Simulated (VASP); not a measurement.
Output of a VASP run:

File OSZICAR:
```
       N       E                     dE             d eps       ncg     rms          rms(c)
DAV:   1     0.215045550302E+02    0.21505E+02   -0.48659E+03  5428   0.143E+03
DAV:   2    -0.662051135333E+01   -0.28125E+02   -0.26930E+02  5269   0.162E+02
DAV:   3    -0.704534111335E+01   -0.42483E+00   -0.42413E+00  6023   0.264E+01
DAV:   4    -0.704926422226E+01   -0.39231E-02   -0.39223E-02  5903   0.223E+00
DAV:   5    -0.704936838986E+01   -0.10417E-03   -0.10416E-03  5968   0.321E-01    0.104E+01
DAV:   6    -0.627532330213E+01    0.77405E+00   -0.19338E+01  5459   0.720E+01    0.636E+00
DAV:   7    -0.589428692337E+01    0.38104E+00   -0.33111E+00  5507   0.277E+01    0.183E+00
DAV:   8    -0.587835275470E+01    0.15934E-01   -0.18580E-02  7531   0.156E+00    0.934E-01
DAV:   9    -0.587554452108E+01    0.28082E-02   -0.17558E-03  7667   0.399E-01    0.263E-01
DAV:  10    -0.587475952907E+01    0.78499E-03   -0.87606E-04  7561   0.253E-01    0.344E-02
DAV:  11    -0.587475575782E+01    0.37713E-05   -0.21807E-05  6547   0.498E-02    0.311E-02
DAV:  12    -0.587475694272E+01   -0.11849E-05   -0.92673E-07  2954   0.117E-02    0.641E-03
DAV:  13    -0.587475684195E+01    0.10078E-06   -0.13105E-07  2676   0.543E-03
   1 F= -.58747568E+01 E0= -.58749417E+01  d E =-.587476E+01  mag=     0.5935
       N       E                     dE             d eps       ncg     rms          rms(c)
DAV:   1    -0.792219358611E+01   -0.20474E+01   -0.32726E+01  5446   0.944E+01    0.124E+01
DAV:   2    -0.635340143573E+01    0.15688E+01   -0.25306E+01  5428   0.854E+01    0.523E+00
DAV:   3    -0.592070322207E+01    0.43270E+00   -0.33272E+00  5417   0.293E+01    0.195E+00
DAV:   4    -0.588296366762E+01    0.37740E-01   -0.26054E-02  6409   0.145E+00    0.101E+00
DAV:   5    -0.587219881313E+01    0.10765E-01   -0.13156E-02  6783   0.946E-01    0.480E-01
DAV:   6    -0.587225283812E+01   -0.54025E-04   -0.10888E-03  5886   0.383E-01    0.138E-01
DAV:   7    -0.587223759783E+01    0.15240E-04   -0.53020E-05  6804   0.105E-01    0.373E-02
DAV:   8    -0.587223444723E+01    0.31506E-05   -0.20156E-06  4457   0.177E-02    0.679E-03
DAV:   9    -0.587223374963E+01    0.69760E-06   -0.28607E-07  2644   0.623E-03
   2 F= -.58722337E+01 E0= -.58723001E+01  d E =0.252309E-02  mag=     0.5761
       N       E                     dE             d eps       ncg     rms          rms(c)
DAV:   1    -0.643253529245E+01   -0.56030E+00   -0.89231E+00  5410   0.535E+01    0.617E+00
DAV:   2    -0.606252461570E+01    0.37001E+00   -0.80223E+00  5460   0.416E+01    0.310E+00
DAV:   3    -0.590751059036E+01    0.15501E+00   -0.11392E+00  5415   0.177E+01    0.110E+00
DAV:   4    -0.589694727802E+01    0.10563E-01   -0.68830E-03  5755   0.826E-01    0.563E-01
DAV:   5    -0.589538412286E+01    0.15632E-02   -0.38681E-03  6928   0.514E-01    0.124E-01
DAV:   6    -0.589537314745E+01    0.10975E-04   -0.48960E-05  5952   0.973E-02    0.680E-02
DAV:   7    -0.589538930604E+01   -0.16159E-04   -0.79725E-06  5752   0.420E-02    0.229E-02
DAV:   8    -0.589538884453E+01    0.46151E-06   -0.16674E-06  2680   0.159E-02
   3 F= -.58953888E+01 E0= -.58954864E+01  d E =-.206320E-01  mag=     0.5853
```

File OUTCAR:
```
------------------------ aborting loop because EDIFF is reached ----------------------------------------
  FORCE on cell =-STRESS in cart. coord.  units (eV):
  Direction    XX          YY          ZZ          XY          YZ          ZX
  --------------------------------------------------------------------------------------
  Total       -0.0089238     -0.0089238     -0.0089238     -0.0000000      0.0000000      0.0000000
  in kB       -1.3838908     -1.3838908     -1.3838908     -0.0000000      0.0000000      0.0000000
  external PRESSURE =      -1.3838908 kB  Pullay stress =       0.0000000 kB
  volume of cell :       10.33
      direct lattice vectors                 reciprocal lattice vectors
     0.000000000  1.728661485  1.728661485    -0.289241129  0.289241129  0.289241129
     1.728661485 -0.000000000  1.728661485     0.289241129 -0.289241129  0.289241129
     1.728661485  1.728661485 -0.000000000     0.289241129  0.289241129 -0.289241129
 POSITION                                       TOTAL-FORCE (eV/Angst)
 -----------------------------------------------------------------------------------
      0.00000      0.00000      0.00000         0.000000     -0.000000     -0.000000
 -----------------------------------------------------------------------------------
    total drift:                               -0.000000     -0.000000     -0.000000
  FREE ENERGIE OF THE ION-ELECTRON SYSTEM (eV)
  ---------------------------------------------------
  free  energy   TOTEN  =        -5.8953888445 eV

  energy  without entropy=       -5.8956815387  energy(sigma->0) =       -5.89548641

 total charge

# of ion       s       p       d       tot
------------------------------------------
    1        0.520   0.549   8.336   9.406

 magnetization (x)

# of ion       s       p       d       tot
------------------------------------------
    1       -0.007  -0.023   0.619   0.589

 reached required accuracy - stopping structural energy minimisation
```
(Selected blocks of OUTCAR.)

POSCAR:
```
Ni
1
    0.0000000000     1.7600000000     1.7600000000
    1.7600000000     0.0000000000     1.7600000000
    1.7600000000     1.7600000000     0.0000000000
Ni
1
Direct
  0.0000000000   0.0000000000   0.0000000000
```

Q: Write an INCAR and KPOINTS that could have produced this output.

A: Several could match; the one computed here: the input of the run itself, AM05 GGA, plane waves, VASP's PBE PAW potentials (set 64).

**INCAR**
```
SYSTEM=Ni
PREC=Accurate; ENCUT=520; LREAL=.False.
LASPH=.True.
EDIFF=1E-6; NELM=100; ALGO=Normal
LMAXMIX=4
ISMEAR=1; SIGMA=0.1
GGA=AM
ISPIN=2; MAGMOM=0.8
IBRION=2; NSW=60; ISIF=3
EDIFFG=-0.01
LWAVE=.False.; LCHARG=.False.; LORBIT=10
```

File KPOINTS:
```
Automatic
0
Gamma
  16 16 16
0 0 0
```

POTCAR, in this order: Ni (PBE.64 set). Program: vasp_std.

Energy and stress use the plane-wave basis of the starting cell.

The compound is Ni in the fcc structure. This run relaxes it. Symmetry was kept, so distortions that lower it aren't found.
